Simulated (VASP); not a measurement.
Energy against volume of MgO (rock salt). Calculation: PBEsol GGA, VASP's PBE PAW potentials (set 64) (plane waves; VASP).

```tsv
V (Å³/atom)	E (eV/atom)
8.768	-6.23683
9.047	-6.25148
9.327	-6.25623
9.607	-6.25254
9.887	-6.24159
```

Task: Fit a third-order Birch-Murnaghan equation of state.

Result: 
```json
{
 "volume_per_atom": "9.34 Å³/atom",
 "bulk_modulus": "160 GPa",
 "pressure_derivative_of_the_bulk_modulus": "4.17",
 "lattice_constant_a": "7.959 bohr"
}
```

Measured: bulk modulus 170 GPa at 0 K (computed value off by -5.5 %), as given by Daniel Mejia-Rodriguez et al., Physical Review B (2018), arXiv:1807.09216 [0 K value with the zero-point phonon effect removed]; a 4.189 Å at 0 K (computed value off by +0.5 %), as given by Daniel Mejia-Rodriguez et al., Physical Review B (2018), arXiv:1807.09216 [static lattice: zero-point anharmonic expansion removed].

The compound is MgO in the rock salt structure. It was relaxed first.
